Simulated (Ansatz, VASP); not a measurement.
**ZrS in two plane-wave programs**

Wanted: the spread between two codes on one cell, functional and k mesh. The cell is taken from a series of runs on this material, whose earlier steps may have relaxed, scaled, displaced or heated it; both programs get it as it stands.

Program: Ansatz 0.2.0. Level of theory: plane waves, with VASP 6.6.1 beside it; relaxation of cell and atoms at PBEsol, zone-centre phonons at LDA and zone-centre phonons at PBEsol. Results are calculated unless marked as measured.

## 1. Set-up

The structure is cubic, space group Fm-3m (No. 225). The conventional cell has a = 5.165 Å, b = 5.165 Å, c = 5.165 Å, α = 90.00°, β = 90.00°, γ = 90.00°. Nearest to Zr lie 6 S at 2.58 Å. S has 6 Zr at 2.58 Å nearest. Farther neighbours and most contacts between anions are not listed.

Coordinates:

```
Zr S
1.0
     0.00000    2.58258    2.58258
     2.58258    0.00000    2.58258
     2.58258    2.58258    0.00000
Zr S
1 1
Direct
  0.00000 0.00000 0.00000
  0.50000 0.50000 0.50000
```

## 2. VASP: relaxation of cell and atoms, PBEsol

The relaxed volume is the usual yardstick between codes: in a stiff, nearly cubic crystal its relative difference is about their pressure difference at one cell divided by the bulk modulus.

Lines of VASP's logs that name or quote its potential files are left out, and so is its time.

File INCAR:

```
SYSTEM = ZrS
PREC = Accurate
ENCUT = 500
EDIFF = 1E-07
NELM = 120
ISMEAR = 1
SIGMA = 0.15
LREAL = .FALSE.
ALGO = Normal
GGA = PS
NBANDS = 15
LASPH = .TRUE.
LORBIT = 11
LWAVE = .FALSE.
LCHARG = .FALSE.
ISIF = 3
IBRION = 2
NSW = 80
EDIFFG = -0.005
GGA_COMPAT = .FALSE.
NELMIN = 4
KPAR = 2
```

File POSCAR:

```
ZrS
1.0
    0.0000000000      2.5825810000      2.5825810000
    2.5825810000      0.0000000000      2.5825810000
    2.5825810000      2.5825810000      0.0000000000
Zr S
1 1
Direct
    0.0000000000      0.0000000000      0.0000000000
    0.5000000000      0.5000000000      0.5000000000
```

File KPOINTS:

```
Automatic mesh
0
Gamma
12 12 12
0 0 0
```

Potentials, in the order of the species: Zr_sv and S (PBE family, release 64).

Command:

```
mpirun -np 2 vasp_std
```

Numbers of over 12 decimals in the logs are rounded to 6 here.

The log of the run:

```text
[banner, memory and clock lines left out]
running    2 mpi-ranks, on    1 nodes
 distrk:  each k-point on    1 cores,    2 groups
 distr:  one band on    1 cores,    1 groups

 POSCAR found type information on POSCAR ZrS
 POSCAR found :  2 types and       2 ions
|                                                                             |
|               ----> ADVICE to this user running VASP <----                  |
|                                                                             |
|     You enforced a specific xc type in the INCAR file but a different       |
|     [... a line on the potential file left out ...]
|     I HOPE YOU KNOW WHAT YOU ARE DOING!                                     |
|                                                                             |

 LDA part: xc-table for (Slater+PW92), standard interpolation
 POSCAR, INCAR and KPOINTS ok, starting setup
 FFT: planning ... GRIDC
 FFT: planning ... GRID_SOFT
 FFT: planning ... GRID
 WAVECAR not read
 entering main loop
       N       E                     dE             d eps       ncg     rms          rms(c)
DAV:   1     0.120634933557E+03    0.12063E+03   -0.94915E+03  2160   0.114E+03
DAV:   2    -0.119181572206E+02   -0.13255E+03   -0.12780E+03  2741   0.291E+02
DAV:   3    -0.172866012489E+02   -0.53684E+01   -0.53227E+01  3428   0.520E+01
DAV:   4    -0.173953108418E+02   -0.10871E+00   -0.10867E+00  2613   0.668E+00
DAV:   5    -0.173970779046E+02   -0.17671E-02   -0.17670E-02  3259   0.726E-01    0.171E+01
DAV:   6    -0.165466660067E+02    0.85041E+00   -0.19704E+00  2527   0.102E+01    0.786E+00
DAV:   7    -0.165143403946E+02    0.32326E-01   -0.19475E-01  3113   0.301E+00    0.302E+00
DAV:   8    -0.165092866706E+02    0.50537E-02   -0.24525E-02  2524   0.112E+00    0.373E-01
DAV:   9    -0.165090248639E+02    0.26181E-03   -0.40124E-03  2644   0.394E-01    0.171E-01
DAV:  10    -0.165088472945E+02    0.17757E-03   -0.63223E-04  2631   0.236E-01    0.483E-02
DAV:  11    -0.165088447387E+02    0.25558E-05   -0.70549E-05  2608   0.577E-02    0.434E-02
DAV:  12    -0.165088444046E+02    0.33416E-06   -0.28174E-06  2713   0.139E-02    0.502E-03
DAV:  13    -0.165088444093E+02   -0.46989E-08   -0.14815E-07  2047   0.418E-03
   1 F= -.16508844E+02 E0= -.16508701E+02  d E =-.165088E+02
 curvature:   0.00 expect dE= 0.000E+00 dE for cont linesearch  0.000E+00
 trial: gam= 0.00000 g(F)=  0.381E-62 g(S)=  0.130E-03 ort = 0.000E+00 (trialstep = 0.100E+01)
 search vector abs. value=  0.130E-03
 bond charge predicted
       N       E                     dE             d eps       ncg     rms          rms(c)
DAV:   1    -0.165099356462E+02   -0.10912E-02   -0.32604E-02  2860   0.171E+00    0.382E-01
DAV:   2    -0.165089740031E+02    0.96164E-03   -0.24908E-03  2587   0.491E-01    0.109E-01
DAV:   3    -0.165087976817E+02    0.17632E-03   -0.10014E-03  3457   0.225E-01    0.538E-02
DAV:   4    -0.165088138019E+02   -0.16120E-04   -0.24413E-05  2790   0.411E-02    0.265E-02
DAV:   5    -0.165088224421E+02   -0.86402E-05   -0.23693E-05  3118   0.269E-02    0.113E-02
DAV:   6    -0.165088223640E+02    0.78175E-07   -0.22459E-06  3461   0.983E-03    0.214E-03
DAV:   7    -0.165088223362E+02    0.27810E-07   -0.10825E-07  2207   0.212E-03
   2 F= -.16508822E+02 E0= -.16508666E+02  d E =0.220731E-04
 trial-energy change:    0.000022  1 .order    0.000021   -0.000130    0.000171
 step:   0.4241(harm=  0.4317)  dis= 0.00000  next Energy=   -16.508872 (dE=-0.274E-04)
 bond charge predicted
       N       E                     dE             d eps       ncg     rms          rms(c)
DAV:   1    -0.165092386236E+02   -0.41626E-03   -0.10780E-02  2811   0.982E-01    0.221E-01
DAV:   2    -0.165089144465E+02    0.32418E-03   -0.81544E-04  2587   0.281E-01    0.627E-02
DAV:   3    -0.165088556194E+02    0.58827E-04   -0.33091E-04  3422   0.129E-01    0.310E-02
DAV:   4    -0.165088638470E+02   -0.82276E-05   -0.83269E-06  2825   0.235E-02    0.153E-02
DAV:   5    -0.165088700022E+02   -0.61552E-05   -0.79100E-06  3132   0.155E-02    0.637E-03
DAV:   6    -0.165088713109E+02   -0.13087E-05   -0.73011E-07  3479   0.562E-03    0.122E-03
DAV:   7    -0.165088713215E+02   -0.10613E-07   -0.33789E-08  1472   0.123E-03
   3 F= -.16508871E+02 E0= -.16508723E+02  d E =-.269123E-04
 curvature:  -0.22 expect dE=-0.819E-08 dE for cont linesearch -0.819E-08
 trial: gam=-0.01682 g(F)=  0.123E-62 g(S)=  0.380E-07 ort = 0.222E-05 (trialstep = 0.885E+00)
 search vector abs. value=  0.111E-09
 reached required accuracy - stopping structural energy minimisation
```

OUTCAR, selected parts (step 2):

```text
ion  position               nearest neighbor table
   1  0.000  0.000  0.000-   2 2.58   2 2.58   2 2.58   2 2.58   2 2.58   2 2.58
   2  0.500  0.500  0.500-   1 2.58   1 2.58   1 2.58   1 2.58   1 2.58   1 2.58

  LATTYP: Found a face centered cubic cell.
 ALAT       =     5.1651620000

 Subroutine GETGRP returns: Found 48 space group operations
 (whereof 48 operations were pure point group operations)

The static configuration has the point symmetry O_h .

 Found     72 irreducible k-points:

   k-points           NKPTS =     72   k-points in BZ     NKDIM =     72   number of bands    NBANDS=     15

   dimension x,y,z NGX =    28 NGY =   28 NGZ =   28
   dimension x,y,z NGXF=    56 NGYF=   56 NGZF=   56

   ENCUT  =  500.0 eV  36.75 Ry    6.06 a.u.   6.66  6.66  6.66*2*pi/ulx,y,z

   NELECT =      18.0000    total number of electrons

 k-points in reciprocal lattice and weights: Automatic mesh
   0.00000000  0.00000000  0.00000000       0.001
   0.08333333  0.00000000  0.00000000       0.005
   0.16666667  0.00000000  0.00000000       0.005
   0.25000000  0.00000000  0.00000000       0.005
   0.33333333  0.00000000  0.00000000       0.005
   0.41666667  0.00000000  0.00000000       0.005
   0.50000000  0.00000000  0.00000000       0.002
   0.08333333  0.08333333  0.00000000       0.003
   0.16666667  0.08333333  0.00000000       0.014
[...]
-0.33333333  0.50000000  0.16666667       0.007
  -0.25000000  0.50000000  0.25000000       0.003

 average (electrostatic) potential at core
       1 -73.2083       2 -82.2897

 E-fermi :  11.1779

 k-point     1 :       0.0000    0.0000    0.0000
  band No.  band energies     occupation
    ...
      9       9.7365      2.00000
     10       9.7365      2.00000
     11       9.7365      2.00000
     12      10.4638      2.00000
     13      10.4638      2.00000
     14      13.4028     -0.00000
     15      18.3350      0.00000

 k-point     2 :       0.0833    0.0000    0.0000
  band No.  band energies     occupation
    ...
      9       9.9048      2.00000
     10       9.9048      2.00000
     11       9.9612      2.00000
     12      10.9690      2.06410
     13      10.9690      2.06410
     14      13.8134     -0.00000
     15      18.6546      0.00000

 k-point     3 :       0.1667    0.0000    0.0000
  band No.  band energies     occupation
    ...
      7       6.5928      2.00000
      8       6.5928      2.00000
      9      10.2997      2.00000
     10      10.3073      2.00000
     11      10.3073      2.00000
     12      12.1188     -0.00000
     13      12.1188     -0.00000
     14      14.7934      0.00000
     15      19.3591      0.00000

  Total        0.0007243      0.0007243      0.0007243      0.0000000      0.0000000     -0.0000000
  in kB        0.0336426      0.0336426      0.0336426      0.0000000      0.0000000     -0.0000000
  external PRESSURE =       0.0336426 kB  Pullay stress =       0.0000000 kB

  energy-cutoff  :      500.00
  volume of cell :       34.49
      direct lattice vectors                 reciprocal lattice vectors
     0.000000000  2.583699364  2.583699364    -0.193520967  0.193520967  0.193520967
     2.583699364 -0.000000000  2.583699364     0.193520967 -0.193520967  0.193520967
     2.583699364  2.583699364  0.000000000     0.193520967  0.193520967 -0.193520967

 POSITION                                       TOTAL-FORCE (eV/Angst)
 -----------------------------------------------------------------------------------
      0.00000      0.00000      0.00000         0.000000      0.000000     -0.000000
      2.58370      2.58370      2.58370        -0.000000      0.000000      0.000000
 -----------------------------------------------------------------------------------
    total drift:                                0.000000      0.000000      0.000000

  FREE ENERGIE OF THE ION-ELECTRON SYSTEM (eV)
  ---------------------------------------------------
  free  energy   TOTEN  =       -16.5088713215 eV

  energy  without entropy=      -16.5084254166  energy(sigma->0) =      -16.50872269

 reached required accuracy - stopping structural energy minimisation

 total charge
# of ion       s       p       d       tot
------------------------------------------
    1        2.133   5.970   1.771   9.874
    2        1.304   2.455   0.000   3.759
--------------------------------------------------
tot          3.437   8.425   1.771  13.633

[... 3 further parts left out ...]
```

## 3. Ansatz: relaxation of cell and atoms, PBEsol

Ansatz runs on its default PAW (the set named soft_2) files.

The same cell, functional, mesh and smearing now go to Ansatz, which takes its cutoff from its data sets.

File input.yaml:

```yaml
crystal:
  lattice:
    - [0.0, 2.5825810551, 2.5825810551]
    - [2.5825810551, 0.0, 2.5825810551]
    - [2.5825810551, 2.5825810551, 0.0]
  atoms:
    - { symbol: Zr, position: [0.0, 0.0, 0.0] }
    - { symbol: S, position: [0.5, 0.5, 0.5] }
kpoints:
  mp_grid: { grid: [12, 12, 12] }
hamiltonian:
  xc: pbesol
scf:
  occupations: { method: methfessel_paxton, width: 0.15 }
output:
  forces: true
  stress: true
  eigenvalues: true
relax:
  adjacent_minimum: "off"
  f_tol: 0.001
  max_steps: 60
  cell: { stress_tol: 0.01 }
```

Command:

```
ansatz run input.yaml --threads 4 --pin off --max-ram 7168MiB --backend cpu --events-out ev --progress --plain --runs-dir out
```

The log of the run:

```text
Engine: ansatz 0.2.0, x86_64-unknown-linux-gnu
Pseudopotentials: kind: paw
Pseudopotential: Zr, paw, valence charge 12, recommended cutoff 420 eV (normal), Zr.paw.azcp
Pseudopotential: S, paw, valence charge 6, recommended cutoff 420 eV (normal), S.paw.azcp
Functional definition: PBEsol
  exchange = pbesol_x
  correlation = pbesol_c
Crystal: 2 atoms, lattice volume = 34.450 Å³
Basis set: ecut = 420 eV, 645 PW (Γ), exchange–correlation on 50×50×50 points (8 copies of the dense FFT grid, shifted against one another)
Bands: 13, of which v1, the nominal top of the filled ones, is band 9 counted from 1 (8 counted from 0)
Symmetry: 48 space group operations
Space group: Fm-3m (ITA 225), of the structure as read, at distance tolerance 3.3e-5 Å
k-points: 72 of 1728
Non-local potential: Zr, projectors of the file, l = 0: 3, l = 1: 2, l = 2: 2, l = 3: 2
Non-local potential: S, projectors of the file, l = 0: 2, l = 1: 2, l = 2: 2
PAW form: soft (Blöchl's): semilocal exchange-correlation on the pseudo side does not see the compensation charge
PAW frozen core: Zr, regenerated for the run's functional, and the local potential with it (the file was generated under x = pbe(κ = 0.804, μ = 0.219515), c = pbe(β = 0.066725))
PAW frozen core: S, regenerated for the run's functional, and the local potential with it (the file was generated under x = pbe(κ = 0.804, μ = 0.219515), c = pbe(β = 0.066725))
PAW one-centre angular grid: Zr, 590 points (default); XC on 64 Gauss nodes
PAW one-centre angular grid: S, 110 points (default); XC on 64 Gauss nodes
Initial density: superposition of atomic densities (neutral atoms: chi_scale 0, normalization atom), corrected by the library's trained network
Initial wavefunctions: pseudopotential atomic-orbital guess
Functional: x = pbesol(κ = 0.804, μ = 0.123457), c = pbesol(β = 0.046)
SCF iter   1: F=—  HF=-5016.605885 eV  |F-HF|=—  |Δ(HF+E_count)|=         —  Δρ=4.17e-3  dr2=7.26e-3  ethr=1.77e-3  ⟨swp⟩=5.4  Hψ=11674  notcnv=0
automatic band count: the SCF goes on with 17 bands, as 13 were too few: the levels above may hold too much charge
preconditioner: auto → Kerker (q_TF=auto, 2.449 Å⁻¹)  [metal: Δε(μ)=0.045 eV  Ē_g=11.755 eV  σ=0.150 eV  W_gap=0.25  n_scr=14 (ndim 8)  ℏωp=20.0 eV  f_vac=0.000  D(μ)=1.37/eV (n_scr^D=14)]
SCF iter   2: F=—  HF=-5016.602742 eV  |F-HF|=—  |Δ(HF+E_count)|=   3.14e-3  S|Δr|=    0.00e0  Δρ=2.65e-3  dr2=2.78e-3  ethr=4.04e-5  ⟨swp⟩=1.4  Hψ=1842  notcnv=0
SCF iter   3: F=—  HF=-5016.601941 eV  |F-HF|=—  |Δ(HF+E_count)|=   8.01e-4  S|Δr|=    0.00e0  Δρ=4.98e-4  dr2=5.20e-5  ethr=1.54e-5  ⟨swp⟩=2.6  Hψ=1603  notcnv=0
SCF iter   4: F=—  HF=-5016.601952 eV  |F-HF|=—  |Δ(HF+E_count)|=   1.09e-5  S|Δr|=    0.00e0  Δρ=2.10e-4  dr2=9.47e-6  ethr=2.89e-7  ⟨swp⟩=2.4  Hψ=1542  notcnv=0
SCF iter   5: F=—  HF=-5016.601951 eV  |F-HF|=—  |Δ(HF+E_count)|=   3.34e-7  S|Δr|=    0.00e0  Δρ=3.95e-5  dr2=6.32e-7  ethr=5.26e-8  ⟨swp⟩=2.2  Hψ=1677  notcnv=0
SCF iter   6: F=-5016.601951 eV  HF=-5016.601951 eV  |F-HF|=2.37e-9  |Δ(HF+E_count)|=   1.36e-7  S|Δr|=    0.00e0  Δρ=5.74e-6  dr2=1.23e-8  ethr=5.56e-10  ⟨swp⟩=7.2  Hψ=5777  notcnv=0
SCF 1 converged in 6 iterations: F = -5016.601951 eV  dr2 = 1.23e-8
  greatest PAW one-centre occupation: 0.996 electrons in one spin orbital (limit 2), on the Zr atom at site 0 (counted from 0), in its partial waves of l = 0
relax step   1: F+E_penalty+E_count = -5016.60195115 eV  Δ(F+E_penalty+E_count) = +0.000e0 eV  max|allowed force component| = 2.219e-30 eV/Å  Δτ_max = 0.0000 Å  P = -0.039 GPa  Ω = 34.450 Å³  (6 SCF iters, dr2 threshold 1.00e-7 eV, accepted)
[...]
relax step   2: F+E_penalty+E_count = -5016.60195436 eV  Δ(F+E_penalty+E_count) = -3.206e-6 eV  max|allowed force component| = 3.353e-30 eV/Å  Δτ_max = 0.0000 Å  P = +0.019 GPa  Ω = 34.437 Å³  energy of the carried Pulay correction = +2.383e-6 eV  (2 SCF iters, dr2 threshold 3.77e-9 eV, accepted)
[...]
relax step   3: F+E_penalty+E_count = -5016.60195384 eV  Δ(F+E_penalty+E_count) = +5.192e-7 eV  max|allowed force component| = 2.104e-30 eV/Å  Δτ_max = 0.0000 Å  P = +0.000 GPa  Ω = 34.441 Å³  energy of the carried Pulay correction = +1.591e-6 eV  (2 SCF iters, dr2 threshold 9.35e-10 eV, accepted)
[...]
relax step   4: F+E_penalty+E_count = -5016.60195384 eV  Δ(F+E_penalty+E_count) = -4.547e-11 eV  max|allowed force component| = 1.479e-30 eV/Å  Δτ_max = 0.0000 Å  P = -0.000 GPa  Ω = 34.441 Å³  stress off target by 6.54e-6 GPa  SCF on the basis re-selected at this cell (its energy is not comparable with the rows above)  (7 SCF iters)
basis re-selected at this cell: Δ(F+E_penalty+E_count) = -4.547e-11 eV, ΔP = -0.000 GPa vs the last step (what re-selecting the basis moved, of the pressure what is left beyond the Pulay correction that the steps carried, after the strain that the cell walked since its last selection, with what the two solves' SCF thresholds leave and, on support functions, any second-order correction that the steps lacked; it is no  [...]
SCF converged after 7 iterations
Stability not checked: this state was not tested for a lower state beside it, because cold or Methfessel-Paxton smearing, or corrected tetrahedra, fill the levels in a way that the test cannot read (fill_not_monotonic; see scf.lower_state_search)
Free energy (F): -5016.601954 eV
Harris-Foulkes:  -5016.601954 eV  (|F-HF|=9.09e-13)
Internal energy: -5016.601693 eV  (E = F + TS)
E sigma→0 (E₀):  -5016.601889 eV
Entropy (-TS):   -0.000261 eV (-0.130 meV/atom)
Fermi energy:    15.262589 eV
--- Per-component energies (eV) ---
  E_band       = -59.859073
  E_kinetic    = 446.535572
  E_local      = -671.691989  (includes V_loc(G=0)·N_el)
  E_nonlocal   = 109.519596
  E_hartree    = 212.154994
  E_xc         = -259.682034
  E_vxc        = -281.925016  (∫ρ·V_xc dr)
  E_paw        = -3484.442186  (= ΣΔE_a)
  E_vpaw       = -86.607253  (= ΣTr[D̂ρ^β])
  E_aug_tail   = 0.000027  (compensation charges beyond the density's cutoff)
  E_ewald      = -1369.223342
  E_core_change = 0.227670  (= ΣΔE_core)
  E_smearing   = -0.000261  (= −TS)
  E_closure    = 0.000000  (closes the sum)
  Σ components = -5016.601954   (vs F -5016.601954, Δ=0.00e0)
--- Forces (eV/Å), atoms counted from 1 ---
  atom   1  Zr    -0.00000000     0.00000000    -0.00000000
  atom   2  S      0.00000000    -0.00000000     0.00000000
  max |Σ_I F_I| component: 7.56e-31 eV/Å
--- Stress (GPa, compression-positive) ---
       -0.000007      -0.000000      -0.000000
       -0.000000      -0.000007      -0.000000
       -0.000000      -0.000000      -0.000007
  P = ⅓ Tr σ = -0.0000 GPa (-0.000 kbar)
--- Band table (eV; the first three rows and the last of 72) ---
  k-point 0: bands = [... 5 lower, 11.7761, 11.7761, 11.7761, 13.8185, 13.8185, 13.8185, 14.5415, 14.5415, ... 4 higher]
  k-point 1: bands = [... 5 lower, 11.2131, 11.3899, 11.3899, 13.9870, 13.9870, 14.0450, 15.0484, 15.0484, ... 4 higher]
  k-point 2: bands = [... 5 lower, 10.1074, 10.6881, 10.6881, 14.3848, 14.3899, 14.3899, 16.1989, 16.1989, ... 4 higher]
  k-point 71: bands = [... 5 lower, 9.0135, 9.2706, 9.2706, 15.3236, 15.3236, 17.1820, 17.8656, 17.8770, ... 4 higher]
--- Relaxed structure (3 steps of the walk, 3 accepted, 1 SCFs on fresh bases) ---
  F+E_penalty+E_count = -5016.60195384 eV   max|allowed force component| = 1.479e-30 eV/Å   (the final SCF, on the basis selected at the relaxed cell)
  cell:  # Å, volume = 34.4412 Å³
    - [0, 2.582355, 2.582355]
    - [2.582355, 0, 2.582355]
    - [2.582355, 2.582355, 0]
  atoms:
    - { symbol: Zr, position: [0, 0, 0] }
    - { symbol: S, position: [0.5, 0.5, 0.5] }
```

Reading the cycles: dr2 is the Hartree energy of the density residual (eV), the measure of convergence; HF is the Harris–Foulkes estimate of the energy, which meets the free energy F at convergence.

## 4. Side by side

Known differences besides the potentials themselves: the cutoff is 420 eV in Ansatz and 500 eV in VASP; Ansatz makes its cores anew for this functional, VASP keeps those of its PBE data sets; Ansatz adds a Pulay correction to the stress that steers its cell, VASP none. Total energies have different zeros and are not compared.

The two programs side by side:

| quantity | Ansatz | VASP | difference |
| --- | --- | --- | --- |
| volume (Å³) | 34.44 | 34.49 | -0.16 % |
| edge a after relaxation, in the typed setting (Å) | 3.652 | 3.654 | -0.05 % |

(Continued in part 2 of 2.)

[Lines on the potential files, build, host, timing and source positions are cut from VASP's logs without a mark.]

[Logs are printed without paths, hosts, clocks, repeated set-up lines and the standing remarks that a program may print on its own settings, such as how far it seeks lower states.]

[Hosts, paths, dates, database ids (printed as entryN), source tags and the programs' standing remarks are cut or masked in the printed files.]
